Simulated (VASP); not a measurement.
OSZICAR of a VASP run on InAs (zinc blende):

### OSZICAR
```
       N       E                     dE             d eps       ncg     rms          rms(c)
DAV:   1     0.112963977310E+03    0.11296E+03   -0.84305E+03  1227   0.146E+03
DAV:   2     0.197041419001E+00   -0.11277E+03   -0.10939E+03  1257   0.317E+02
DAV:   3    -0.783975780275E+01   -0.80368E+01   -0.79742E+01  1607   0.904E+01
DAV:   4    -0.805242109915E+01   -0.21266E+00   -0.21253E+00  1395   0.170E+01
DAV:   5    -0.806246397623E+01   -0.10043E-01   -0.10043E-01  1747   0.317E+00    0.426E+00
DAV:   6    -0.780133582379E+01    0.26113E+00   -0.49852E-01  1809   0.130E+01    0.234E+00
DAV:   7    -0.778059431175E+01    0.20742E-01   -0.12993E-01  1702   0.350E+00    0.690E-01
DAV:   8    -0.778093088000E+01   -0.33657E-03   -0.12109E-02  1457   0.157E+00    0.185E-01
DAV:   9    -0.778152379595E+01   -0.59292E-03   -0.13156E-03  1467   0.463E-01    0.116E-01
DAV:  10    -0.778160173748E+01   -0.77942E-04   -0.14187E-04  1913   0.135E-01    0.802E-02
DAV:  11    -0.778163623271E+01   -0.34495E-04   -0.92328E-05  1292   0.101E-01    0.462E-02
DAV:  12    -0.778163690924E+01   -0.67653E-06   -0.59586E-06  1397   0.272E-02    0.182E-02
DAV:  13    -0.778163704609E+01   -0.13685E-06   -0.11203E-06  1475   0.740E-03    0.120E-02
DAV:  14    -0.778163726811E+01   -0.22202E-06   -0.10869E-07  1070   0.400E-03    0.448E-03
DAV:  15    -0.778163744383E+01   -0.17572E-06   -0.63142E-08   741   0.287E-03    0.569E-04
DAV:  16    -0.778163746065E+01   -0.16819E-07   -0.13704E-08   666   0.146E-03
   1 F= -.77816375E+01 E0= -.77817174E+01  d E =0.239791E-03
```

Task: Which electronic solver shows in the log?

Result: It is blocked Davidson (ALGO = Normal, or the opening steps of other solvers). The INCAR had ALGO = Normal.

Task: Can the final energy be trusted as converged?

Result: The run converged. It stopped with EDIFF = 1E-7, NELM = 100 (PW91 GGA, plane waves, VASP's PBE PAW potentials (set 64)).

The compound is InAs in the zinc blende structure. It was relaxed first, which changed the volume by +6 %.
